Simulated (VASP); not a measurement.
## HPbNO4 under changes of volume

One of the cells (18.003 Å³/atom); the others are scaled copies at fixed shape and fractional positions:

```
H Pb N O
1.0
     3.87956    0.14479    0.09072
    -0.25488    5.56358    0.16580
    -0.48516   -1.93996    5.75813
H Pb N O
1 1 1 4
Direct
  0.10913 0.65718 0.54463
  0.61029 0.52127 0.15100
  0.91580 0.96263 0.95867
  0.01384 0.13639 0.88084
  0.72398 0.01057 0.12858
  0.00389 0.73732 0.87043
  0.11927 0.59324 0.37651
```

The cell was built by a generator and needn't be a form met in nature.

| Item | Value |
| --- | --- |
| Program | VASP 6.6.1 |
| Functional | PBE |
| Potentials or basis | VASP PAW PBE potentials, release 64 (H, Pb_d, N, O) |
| Cutoff | 520 eV |
| k mesh | 7 × 5 × 5 |
| Occupations | fermi-dirac, width 0.05 eV |
| Spin | no spin polarisation |

| volume (Å³/atom) | energy over the lowest point (meV/atom) | pressure (GPa) | gap on the mesh (eV) | largest force (eV/Å) |
| --- | --- | --- | --- | --- |
| 16.591 | 21.97 | 6.0 | 3.20 | 2.345 |
| 16.944 | 10.46 | 4.0 | 3.18 | 1.652 |
| 17.297 | 3.25 | 2.2 | 3.16 | 1.013 |
| 18.003 | 0.00 | -1.0 | 3.12 | 0.194 |
| 18.356 | 3.24 | -2.3 | 3.09 | 0.630 |
| 18.709 | ? | ? | ? | ? |

**Question.** What does the run at 18.709 Å³/atom give?

**Answer.** Energy over the lowest point 9.29 meV/atom; pressure -3.5 GPa; gap on the mesh 3.07 eV; largest force 1.096 eV/Å.

Worked out: A Birch-Murnaghan fit of order 3 (a polynomial in V^(-2/3)) to the other rows has its minimum at 17.81 Å³/atom with B0 = V·E''(V) = 76 GPa and B' = 4.3 at fixed shape and positions, which overstates the stiffness. It gives 9.29 meV/atom at 18.709 Å³/atom, against the run's 9.29, and -dE/dV = -3.3 GPa, against -3.5. A straight line through the other rows of the gap, of slope -1.06 eV per unit of ln V, extrapolates to 3.07 eV, against the run's 3.07.

Energies are extrapolated to zero smearing.

Caveats: spin-orbit coupling is left out, which as a rule narrows the gap of such compounds by several tenths of an eV; an odd mesh through Γ misses points on the zone boundary, where band edges often lie; forces of over 1 eV/Å show positions far from the minimum, so gaps and moduli don't describe the material at rest (some runs); the standard files for N, O and F lose accuracy on very short bonds (some runs).
